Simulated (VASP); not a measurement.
Runs of VASP 6.6.1 on C. It takes space group Fd-3m (No. 227, cubic). The conventional cell has a = 3.572 Å, b = 3.572 Å, c = 3.572 Å, α = 90.00°, β = 90.00°, γ = 90.00°. C (site symmetry -43m) has 4 C at 1.55 Å as nearest neighbours. This isn't the form of C at room conditions, which is graphite.

```tsv
task	level	potentials or basis	cell	cutoff (eV)	gap on the mesh (eV)	pressure (GPa)
relaxation of cell and atoms	PBE	VASP PAW PBE potentials, release 64 (C)	relaxed	600	4.12	0.0
band structure	PBE	VASP PAW PBE potentials, release 64 (C)	as given	520	4.12	(b)
band structure	LDA	VASP PAW LDA potentials, release 64 (C)	as given	520	4.09	(a)
band structure	TB-mBJ	VASP PAW PBE potentials, release 64 (C)	as given	520	4.94	-
band structure	r2SCAN	VASP PAW PBE potentials, release 64 (C)	as given	520	4.31	-3.1
```

Alike in all rows: no spin polarisation; k mesh 14 × 14 × 14; smearing gaussian 0.03 eV.

Task: Fill in the values left out.

Result: (a) -13.4; (b) 0.7.

Caveats: the PAW data sets were made with another functional, which shifts forces and pressure a little (some runs); the relaxation stopped at its first step, so nothing moved (some runs).

A k mesh can miss the band edges.
